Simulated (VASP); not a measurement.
All values below come from PBE GGA, VASP's PBE PAW potentials (set 64) (plane waves; VASP 6.6.1).

VASP input:

File KPOINTS:
```
kpoints
0
Gamma
  7 7 1
```

POSCAR:
```
ZrS2
3.5811290
  1.0000000000   0.0000000000   0.0000000000
 -0.5000001396   0.8660254908   0.0000000000
  0.0000000000   0.0000000000   4.7323991959
Zr S
1 2
Direct
  0.0000000000   0.0000000000   0.5000000000
  0.3333330000   0.6666670000   0.5869560000
  0.6666670000   0.3333330000   0.4130440000
```

INCAR:
```
SYSTEM = ZrS2
GGA = PE   ! PBE
LCHARG = .FALSE.
NELM = 100
SIGMA = 0.1
ENCUT = 300
ISMEAR = -1   ! Fermi-Dirac
LREAL = .FALSE.   ! projection in real space or not
ISIF = 2
PREC = Accurate
EDIFF = 1E-6   ! SCF stop (eV)
ALGO = Normal   ! blocked Davidson
LWAVE = .FALSE.
LMAXMIX = 4
LASPH = .TRUE.   ! aspherical one-centre terms
```

POTCAR, in this order: Zr_sv S (PBE.64 set). Program: vasp_std.

The cell holds a wide vacuum, so values per volume refer to the whole cell.

Task: Estimate the energy per atom (σ→0), largest force.

Result: 
```
Item                            Result
---------------------  ---------------
energy per atom (σ→0)   -7.118 eV/atom
largest force          0.01153 Ry/bohr
```

**OSZICAR**
```
...
DAV:  15    -0.213549144632E+02   -0.84547E-04   -0.12064E-05   368   0.177E-02    0.193E-02
DAV:  16    -0.213549454837E+02   -0.31020E-04   -0.53339E-06   328   0.104E-02    0.186E-02
DAV:  17    -0.213550069907E+02   -0.61507E-04   -0.51360E-06   328   0.796E-03    0.358E-03
DAV:  18    -0.213550386216E+02   -0.31631E-04   -0.25496E-06   312   0.502E-03    0.549E-03
DAV:  19    -0.213550464446E+02   -0.78230E-05   -0.47879E-07   296   0.237E-03    0.156E-03
DAV:  20    -0.213550491145E+02   -0.26699E-05   -0.16023E-07   240   0.128E-03    0.300E-04
DAV:  21    -0.213550499088E+02   -0.79437E-06   -0.49325E-08   232   0.732E-04
   1 F= -.21355050E+02 E0= -.21354328E+02  d E =-.144283E-02
```

The cell is a sheet with vacuum, built from a generated structure.
